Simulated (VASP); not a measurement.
Output of a VASP run:

OSZICAR:
```
       N       E                     dE             d eps       ncg     rms          rms(c)
DAV:   1     0.135164336787E+03    0.13516E+03   -0.84496E+03  1160   0.156E+03
DAV:   2    -0.200544235117E+02   -0.15522E+03   -0.15136E+03  1148   0.428E+02
DAV:   3    -0.418651779073E+02   -0.21811E+02   -0.21345E+02  1336   0.148E+02
DAV:   4    -0.428531332818E+02   -0.98796E+00   -0.98267E+00  1312   0.336E+01
DAV:   5    -0.428824785577E+02   -0.29345E-01   -0.29341E-01  1540   0.584E+00    0.372E+00
DAV:   6    -0.393700432809E+02    0.35124E+01   -0.12275E+00  1388   0.181E+01    0.265E+00
DAV:   7    -0.392684842430E+02    0.10156E+00   -0.50126E-01  1124   0.845E+00    0.102E+00
DAV:   8    -0.393870942498E+02   -0.11861E+00   -0.37764E-01  1120   0.600E+00    0.570E-01
DAV:   9    -0.394225740618E+02   -0.35480E-01   -0.23788E-02  1180   0.142E+00    0.409E-01
DAV:  10    -0.394356644226E+02   -0.13090E-01   -0.31261E-02  1136   0.169E+00    0.108E-01
DAV:  11    -0.394356725011E+02   -0.80785E-05   -0.72435E-03  1152   0.742E-01    0.734E-02
DAV:  12    -0.394367572592E+02   -0.10848E-02   -0.10226E-03  1156   0.348E-01    0.404E-02
DAV:  13    -0.394365482326E+02    0.20903E-03   -0.41180E-04  1168   0.252E-01    0.231E-02
DAV:  14    -0.394368127454E+02   -0.26451E-03   -0.25393E-04  1136   0.201E-01    0.823E-03
DAV:  15    -0.394368282898E+02   -0.15544E-04   -0.12768E-05  1212   0.318E-02    0.346E-03
DAV:  16    -0.394368288598E+02   -0.57005E-06   -0.48207E-06  1012   0.224E-02
   1 F= -.39436829E+02 E0= -.39436829E+02  d E =-.317229E-11  mag=    -0.0000    -0.0000    -0.0000
       N       E                     dE             ncg
       N       E                     dE             ncg
       N       E                     dE             ncg
```

### OUTCAR
```
------------------------ aborting loop because EDIFF is reached ----------------------------------------
  FORCE on cell =-STRESS in cart. coord.  units (eV):
  Direction    XX          YY          ZZ          XY          YZ          ZX
  --------------------------------------------------------------------------------------
  Total       -0.0207531     -0.0207531     -0.0207531     -0.0000000     -0.0000000      0.0000000
  in kB       -0.6196996     -0.6196996     -0.6196996     -0.0000000     -0.0000000      0.0000000
  external PRESSURE =      -0.6196996 kB  Pullay stress =       0.0000000 kB
  volume of cell :       53.66
      direct lattice vectors                 reciprocal lattice vectors
     0.000000000  2.993600088  2.993600088    -0.167022977  0.167022977  0.167022977
     2.993600088  0.000000000  2.993600088     0.167022977 -0.167022977  0.167022977
     2.993600088  2.993600088  0.000000000     0.167022977  0.167022977 -0.167022977
 POSITION                                       TOTAL-FORCE (eV/Angst)
 -----------------------------------------------------------------------------------
      0.00000      0.00000      0.00000         0.000000     -0.000000     -0.000000
      2.99360      2.99360      2.99360        -0.000000      0.000000      0.000000
 -----------------------------------------------------------------------------------
    total drift:                               -0.000000      0.000000      0.000000
  FREE ENERGIE OF THE ION-ELECTRON SYSTEM (eV)
  ---------------------------------------------------
  free  energy   TOTEN  =       -39.4368288598 eV

  energy  without entropy=      -39.4368288598  energy(sigma->0) =      -39.43682886

 Ion:    1  E_soc:     -0.0826823

 Ion:    2  E_soc:     -0.0395594
```
(Selected blocks of OUTCAR.)

POSCAR:
```
SnSe
1
   -0.0000000000     2.9936000877     2.9936000877
    2.9936000877     0.0000000000     2.9936000877
    2.9936000877     2.9936000877    -0.0000000000
Sn Se
1 1
Direct
  0.0000000000   0.0000000000   0.0000000000
  0.5000000000   0.5000000000   0.5000000000
```

Task: Reconstruct the remaining input files.

Result: One answer among several that fit: the input of the run itself, r2SCAN+rVV10 with spin-orbit coupling, plane waves, VASP's PBE PAW potentials (set 64).

File KPOINTS_OPT:
```
k-points along high-symmetry lines
8
Line-mode
Reciprocal
  0.000000   0.000000   0.000000 ! GAMMA
  0.500000   0.000000   0.500000 ! X

  0.500000   0.000000   0.500000 ! X
  0.625000   0.250000   0.625000 ! U

  0.375000   0.375000   0.750000 ! K
  0.000000   0.000000   0.000000 ! GAMMA

  0.000000   0.000000   0.000000 ! GAMMA
  0.500000   0.500000   0.500000 ! L

  0.500000   0.500000   0.500000 ! L
  0.500000   0.250000   0.750000 ! W

  0.500000   0.250000   0.750000 ! W
  0.500000   0.000000   0.500000 ! X
```

INCAR:
```
ISMEAR = 0   # Gaussian
LMAXMIX = 4
EDIFF = 1E-6
LASPH = .True.   # aspherical one-centre terms
METAGGA = R2SCAN
NELM = 100
LREAL = .False.
LMIXTAU = .True.
LUSE_VDW = .True.
ENCUT = 400
LCHARG = .False.
PREC = Accurate
MAGMOM = 6*0
SIGMA = 0.05   # width (eV)
CPARAM = 0.0093
ALGO = Normal   # blocked Davidson
BPARAM = 11.95
LWAVE = .False.
GGA_COMPAT = .False.
LSORBIT = .True.
SYSTEM = SnSe
```

**KPOINTS**
```
Regular mesh
0
G
  7 7 7
0 0 0
```

POTCAR, in this order: Sn_d Se (PBE.64 set). Program: vasp_ncl.

The structure comes from a measured SnSe entry (Fm-3m) of the Crystallography Open Database, whose conditions weren't checked. It was relaxed first.
